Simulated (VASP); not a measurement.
Input:

```xyz
2
Lattice="-2.9401 2.9401 1.5993 2.9401 -2.9401 1.5993 2.9401 2.9401 -1.5993" Properties=species:S:1:pos:R:3 pbc="T T T"
Sn     0.0000     2.9401     0.7997
Sn     0.0000     0.0000     0.0000
```

These are PBE GGA, VASP's PBE PAW potentials (set 64) (plane waves; VASP 6.6.1) values and carry that method's errors. Run with 300 eV cut-off, 12×12×12 Γ-centred mesh, first-order Methfessel-Paxton smearing of 0.050 eV, potentials Sn_d.

Unless said otherwise, spin-orbit coupling is left out, though it shifts the bands of the heavy elements here.

Q: What does the run give for the energy per atom (σ→0), band gap (on the k-mesh) with the smallest direct gap where there is one?

A: 
The band gap (on the k-mesh) comes out as none (metal, semimetal or under 0.01 eV) and the energy per atom (σ→0) is -3.803 eV/atom.

Only differences to runs with the same potentials and settings are physical.

The structure comes from a computed database's Sn entry; how it stands against other phases isn't given here. The cell was not relaxed at this level.
